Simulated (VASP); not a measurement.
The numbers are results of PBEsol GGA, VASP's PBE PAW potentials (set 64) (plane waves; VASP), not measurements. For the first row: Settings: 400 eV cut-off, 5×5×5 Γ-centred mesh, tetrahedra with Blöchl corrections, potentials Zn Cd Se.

| system | energy (eV/atom) |
|---|---|
| Zn₃CdSe₄ (space group P-43m) | -3.2993 |
| Zn (hcp) | -1.5812 |
| Cd (hcp) | -1.1996 |
| Se (trig) | -3.8532 |

The references are the elements' solids at the same level; no temperature or zero-point terms are added.    Without a dispersion term in the relaxation, distances and binding between the weakly bound layers, chains or molecules are unreliable, and so is what depends on them.

Problem. What is the formation energy per atom of Zn$_{3}$CdSe$_{4}$?

Solution. The references average (3×(-1.5812) + 1×(-1.1996) + 4×(-3.8532))/8 = -2.6695 eV, so the formation energy is -3.2993 − (-2.6695) = -0.630 eV/atom.
